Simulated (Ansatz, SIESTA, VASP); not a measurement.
**Ga3Tc (P1, 4 atoms in the cell) computed with different codes at matched settings**

Self-consistent single point, at a second geometry (atoms moved at random). First geometry:

```xyz
4
Lattice="-1.8956 1.8956 4.0457 1.8956 -1.8956 4.0457 1.8956 1.8956 -4.0457" Properties=species:S:1:pos:R:3 pbc="T T T"
Ga     0.0000     1.8956     2.0229
Ga     1.8956     0.0000     2.0229
Ga     0.0000     0.0000     4.0457
Tc     0.0000     0.0000     0.0000
```

Second geometry:
```xyz
4
Lattice="-1.8956 1.8956 4.0457 1.8956 -1.8956 4.0457 1.8956 1.8956 -4.0457" Properties=species:S:1:pos:R:3 pbc="T T T"
Ga    -0.0620     1.9292     1.9786
Ga     1.9002     0.0374     2.0552
Ga     0.0192    -0.0463     4.0210
Tc     0.0382    -0.0247     0.0367
```

Shared settings, as Ansatz (a quantum-chemistry and plane-wave program) writes them: kpoints.mp_grid.grid = 9 9 9; scf.occupations.method = gaussian; scf.occupations.width = 0.1 eV. Potentials and cutoffs stand in the table.

```tsv
code	model	ΔF from the first geometry (meV/atom)	pressure (GPa)	largest force (eV/Å)	cutoff
VASP	LDA (PZ), VASP's LDA PAW potentials (set 64)	9.6	-5.23	0.473	300 eV
Ansatz	LDA (PW92), PAW files	9.4	-5.18	0.465	500 eV
SIESTA	LDA PW92, numerical atomic orbitals DZP, PseudoDojo LDA standard norm-conserving potentials (rewritten from UPF to PSML)	10.7	-3.15	0.524	grid 300 Ry
```

Size of the force on each atom (eV/Å): Sizes of forces hide their directions.

```json
[
 {"code": "VASP", "Ga1": "0.473", "Ga2": "0.284", "Ga3": "0.222", "Tc4": "0.224"},
 {"code": "Ansatz", "Ga1": "0.465", "Ga2": "0.281", "Ga3": "0.219", "Tc4": "0.216"},
 {"code": "SIESTA", "Ga1": "0.524", "Ga2": "0.314", "Ga3": "0.243", "Tc4": "0.258"}
]
```

On Ansatz's run: spin polarisation is off.

The spread over the programs that give each value: ΔF from the first geometry within 1.3 meV/atom; pressure within 2.08 GPa; largest force within 0.059 eV/Å.

SIESTA uses small atom-centred bases, whose incompleteness enters pressures, forces and empty levels differently from a plane-wave cutoff. Ansatz's pressure is given at a fixed set of plane waves, as the other plane-wave codes print theirs; with its correction for the finite basis it is -5.15 GPa. The same LDA comes in different parametrisations, which differ slightly. In the pressure, SIESTA (by 2.05) lies more than 1 GPa from the median of the plane-wave programs.

VASP's run is marked for a possible Pulay error in its stress at this cutoff; no cutoff test was made.

The starting cell comes from a database of computed structures (which also holds hypothetical and non-ambient phases and stackings), without a prior relaxation at this level. For this run, on top of that: atoms moved at random.

Keys are those of Ansatz 0.2.
